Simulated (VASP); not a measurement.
Data:

```yaml
crystal:
  lattice:
    - [0.00000, 3.25697, 3.25697]
    - [3.25697, 0.00000, 3.25697]
    - [3.25697, 3.25697, 0.00000]
  atoms:
    - { symbol: Ba, position: [0.00000, 0.00000, 0.00000] }
    - { symbol: S, position: [0.50000, 0.50000, 0.50000] }
```

Level of theory: r2SCAN meta-GGA, VASP's PBE PAW potentials (set 64) (plane waves; VASP). Numerical set-up: 520 eV cut-off, 7×7×7 Γ-centred mesh, Gaussian smearing of 0.050 eV, potentials Ba_sv S.

### Question
Predict the energy per atom (σ→0), pressure.

### Answer

- energy per atom (σ→0): -19.600 eV/atom
- pressure: -1.20 GPa

Only differences to runs with the same potentials and settings are physical.

The compound is BaS in the rock salt structure. This cell is one point of a volume scan, at 1.03 of the reference volume.
